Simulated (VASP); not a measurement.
A run of VASP 6.6.1 is set up as follows.

Contents of INCAR:

```
SYSTEM = Ti2Te2P
PREC = Accurate
ENCUT = 520
EDIFF = 1E-6
ISMEAR = 0
SIGMA = 0.1
LREAL = .False.
LASPH = .True.
NELM = 100
ALGO = Normal
ISIF = 2
LWAVE = .False.
LCHARG = .True.
LELF = .True.
LVHAR = .True.
NBANDS = 28
```

KPOINTS

```
Automatic mesh
0
Gamma
  6 6 6
  0 0 0
```

File POSCAR:

```
Ti2Te2P
1.0
    1.8251794314      1.0537678360      9.9444565052
   -1.8251794314      1.0537678360      9.9444565052
    0.0000000000     -2.1075356720      9.9444565052
Ti Te P
2 2 1
Direct
    0.6221626300      0.6221626300      0.6221626300
    0.3778373700      0.3778373700      0.3778373700
    0.2282527500      0.2282527500      0.2282527500
    0.7717472500      0.7717472500      0.7717472500
    0.0000000000      0.0000000000      0.0000000000
```

Potentials or basis: VASP PAW LDA potentials, release 64 (Ti_sv, Te, P).

Launch:

```bash
$ cat potpaw_LDA.64/Ti_sv/POTCAR potpaw_LDA.64/Te/POTCAR potpaw_LDA.64/P/POTCAR > POTCAR
$ mpirun -np 1 vasp_std > vasp.out
```

**Question.** Estimate the band gap on the k mesh.

**Answer.** None (metal or under the smearing width).

**Question.** Predict the pressure.

**Answer.** -5.2 GPa.

**Question.** Predict the largest force.

**Answer.** 0.218 eV/Å.

Forces on the atoms (eV/Å):
```
Ti   0.000  0.000  0.205
Ti   0.000  0.000 -0.205
Te   0.000  0.000  0.218
Te   0.000  0.000 -0.218
P    0.000  0.000  0.000
```

Spin-orbit coupling is left out, which matters for the levels of Te.
